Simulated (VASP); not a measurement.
Input:

```
MoTe2
1.0
    1.77375    -3.07223     0.00000
    1.77375     3.07223     0.00000
    0.00000     0.00000    14.20660
Te Mo
4 2
Cartesian
  1.77375   1.02408  12.45109
  1.77375  -1.02408   5.34779
  1.77375  -1.02408   1.75551
  1.77375   1.02408   8.85881
  1.77375   1.02408   3.55165
  1.77375  -1.02408  10.65495
```

The numbers are results of r2SCAN+rVV10, VASP's PBE PAW potentials (set 64) (plane waves; VASP), not measurements. Settings: 520 eV cut-off, 8×8×2 Γ-centred mesh, tetrahedra with Blöchl corrections, potentials Te Mo_sv.

The cores are frozen, which limits the accuracy of field gradients.

Q: Give the principal components of the electric field gradient (V/Å²) and the asymmetry η at each nucleus.

A: 
```json
[
 {"atom": "Te1", "Vxx": "95.5", "Vyy": "95.5", "Vzz": "-190.9", "η": "0.00"},
 {"atom": "Te2", "Vxx": "95.5", "Vyy": "95.5", "Vzz": "-190.9", "η": "0.00"},
 {"atom": "Te3", "Vxx": "95.5", "Vyy": "95.5", "Vzz": "-190.9", "η": "0.00"},
 {"atom": "Te4", "Vxx": "95.5", "Vyy": "95.5", "Vzz": "-190.9", "η": "0.00"},
 {"atom": "Mo5", "Vxx": "38.1", "Vyy": "38.1", "Vzz": "-76.1", "η": "0.00"},
 {"atom": "Mo6", "Vxx": "38.1", "Vyy": "38.1", "Vzz": "-76.1", "η": "0.00"}
]
```

The compound is MoTe2 in the 2H layered structure. It was relaxed first.
